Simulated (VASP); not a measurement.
These are r2SCAN meta-GGA, VASP's PBE PAW potentials (set 64) (plane waves; VASP) values and carry that method's errors.

The input files of a VASP run:

**KPOINTS**
```
Automatic mesh
0
G
 14 14 14
```

### POSCAR
```
Ta
1.0
 -1.6549300000   1.6549300000   1.6549300000
  1.6549300000  -1.6549300000   1.6549300000
  1.6549300000   1.6549300000  -1.6549300000
Ta
1
Cartesian
  0.0000000000   0.0000000000   0.0000000000
```

**INCAR**
```
SYSTEM  =  Ta
PREC  =  Accurate; ENCUT  =  400; LREAL  =  F
LASPH  =  T
EDIFF  =  1E-6; NELM  =  100; ALGO  =  Normal
LMAXMIX  =  6; LMIXTAU  =  T
ISMEAR  =  1; SIGMA  =  0.1
METAGGA  =  R2SCAN
IBRION  =  2; NSW  =  60; ISIF  =  3
EDIFFG  =  -0.01
LWAVE  =  F; LCHARG  =  F
```

POTCAR, in this order: Ta_pv (PBE.64 set). Program: vasp_std.

What VASP printed:

**OSZICAR**
```
       N       E                     dE             d eps       ncg     rms          rms(c)
DAV:   1    -0.140907559368E+01   -0.14091E+01   -0.59608E+03  1896   0.101E+03
DAV:   2    -0.513735234824E+02   -0.49964E+02   -0.49179E+02  2447   0.225E+02
DAV:   3    -0.519059512203E+02   -0.53243E+00   -0.51206E+00  2325   0.240E+01
DAV:   4    -0.519099417397E+02   -0.39905E-02   -0.39859E-02  2246   0.146E+00
DAV:   5    -0.519099766663E+02   -0.34927E-04   -0.34925E-04  2209   0.109E-01    0.142E+01
DAV:   6    -0.481062392977E+02    0.38037E+01   -0.14036E+00  1928   0.164E+01    0.559E+00
DAV:   7    -0.486733831449E+02   -0.56714E+00   -0.23388E-01  1889   0.601E+00    0.176E+00
DAV:   8    -0.482364060474E+02    0.43698E+00   -0.34522E-01  1898   0.712E+00    0.776E-01
DAV:   9    -0.485544191021E+02   -0.31801E+00   -0.51428E-02  1921   0.210E+00    0.373E-01
DAV:  10    -0.485811347733E+02   -0.26716E-01   -0.49772E-03  1915   0.790E-01    0.319E-01
DAV:  11    -0.485870469289E+02   -0.59122E-02   -0.62001E-03  1910   0.919E-01    0.561E-02
DAV:  12    -0.485869052769E+02    0.14165E-03   -0.71753E-04  1902   0.289E-01    0.548E-02
DAV:  13    -0.485869281459E+02   -0.22869E-04   -0.66609E-05  2050   0.102E-01    0.226E-02
DAV:  14    -0.485869259785E+02    0.21674E-05   -0.31277E-06  2180   0.236E-02    0.152E-02
DAV:  15    -0.485869269142E+02   -0.93567E-06   -0.12326E-07   964   0.473E-03
   1 F= -.48586927E+02 E0= -.48587040E+02  d E =-.485869E+02
       N       E                     dE             d eps       ncg     rms          rms(c)
DAV:   1    -0.486017757475E+02   -0.14850E-01   -0.58602E-01  1908   0.113E+01    0.121E+00
DAV:   2    -0.485873351423E+02    0.14441E-01   -0.19651E-02  1909   0.179E+00    0.409E-01
DAV:   3    -0.485841377768E+02    0.31974E-02   -0.12169E-02  1901   0.138E+00    0.165E-01
DAV:   4    -0.485812975697E+02    0.28402E-02   -0.43052E-03  1908   0.767E-01    0.780E-02
DAV:   5    -0.485850983049E+02   -0.38007E-02   -0.16644E-03  1887   0.497E-01    0.176E-02
DAV:   6    -0.485850847936E+02    0.13511E-04   -0.35288E-05  2139   0.752E-02    0.158E-02
DAV:   7    -0.485851089882E+02   -0.24195E-04   -0.86809E-06  1917   0.428E-02    0.572E-03
DAV:   8    -0.485851069134E+02    0.20748E-05   -0.48818E-07  1007   0.982E-03    0.122E-03
DAV:   9    -0.485851080889E+02   -0.11755E-05   -0.48744E-07   953   0.891E-03    0.148E-03
DAV:  10    -0.485851086285E+02   -0.53967E-06   -0.35505E-08   951   0.297E-03
   2 F= -.48585109E+02 E0= -.48585135E+02  d E =0.181829E-02
       N       E                     dE             d eps       ncg     rms          rms(c)
DAV:   1    -0.485964114000E+02   -0.11303E-01   -0.33136E-01  1911   0.861E+00    0.899E-01
DAV:   2    -0.485884651086E+02    0.79463E-02   -0.11204E-02  1910   0.133E+00    0.304E-01
DAV:   3    -0.485865884697E+02    0.18766E-02   -0.68086E-03  1900   0.102E+00    0.118E-01
DAV:   4    -0.485850875046E+02    0.15010E-02   -0.24098E-03  1907   0.578E-01    0.563E-02
DAV:   5    -0.485871341745E+02   -0.20467E-02   -0.95657E-04  1882   0.382E-01    0.134E-02
DAV:   6    -0.485871314278E+02    0.27467E-05   -0.26496E-05  2064   0.635E-02    0.114E-02
DAV:   7    -0.485871485553E+02   -0.17127E-04   -0.10280E-05  1891   0.460E-02    0.208E-03
DAV:   8    -0.485871485987E+02   -0.43424E-07   -0.87867E-07  1004   0.135E-02
   3 F= -.48587149E+02 E0= -.48587249E+02  d E =-.221685E-03
```

OUTCAR:
```
------------------------ aborting loop because EDIFF is reached ----------------------------------------
  FORCE on cell =-STRESS in cart. coord.  units (eV):
  Direction    XX          YY          ZZ          XY          YZ          ZX
  --------------------------------------------------------------------------------------
  Total        0.0025805      0.0025805      0.0025805      0.0000000     -0.0000000      0.0000000
  in kB        0.2290270      0.2290270      0.2290270      0.0000000     -0.0000000      0.0000000
  external PRESSURE =       0.2290270 kB  Pullay stress =       0.0000000 kB
  volume of cell :       18.05
      direct lattice vectors                 reciprocal lattice vectors
    -1.652560624  1.652560624  1.652560624     0.000000000  0.302560761  0.302560761
     1.652560624 -1.652560624  1.652560624     0.302560761  0.000000000  0.302560761
     1.652560624  1.652560624 -1.652560624     0.302560761  0.302560761  0.000000000
 POSITION                                       TOTAL-FORCE (eV/Angst)
 -----------------------------------------------------------------------------------
      0.00000      0.00000     -0.00000        -0.000000     -0.000000      0.000000
 -----------------------------------------------------------------------------------
    total drift:                               -0.000000     -0.000000      0.000000
  FREE ENERGIE OF THE ION-ELECTRON SYSTEM (eV)
  ---------------------------------------------------
  free  energy   TOTEN  =       -48.5871485987 eV

  energy  without entropy=      -48.5874486406  energy(sigma->0) =      -48.58724861

 reached required accuracy - stopping structural energy minimisation
```
(Selected blocks of OUTCAR.)

File CONTCAR:
```
Ta
   1.00000000000000
    -1.6525606241737403    1.6525606241737403    1.6525606241737403
     1.6525606241737403   -1.6525606241737403    1.6525606241737403
     1.6525606241737403    1.6525606241737403   -1.6525606241737403
  Ta
     1
Direct
     0.0000000000000000    0.0000000000000000    0.0000000000000000
```

The structure comes from a computed database's Ta entry (Im-3m); how it stands against other phases isn't given here. This run relaxes it. Symmetry was kept, so distortions that lower it aren't found.
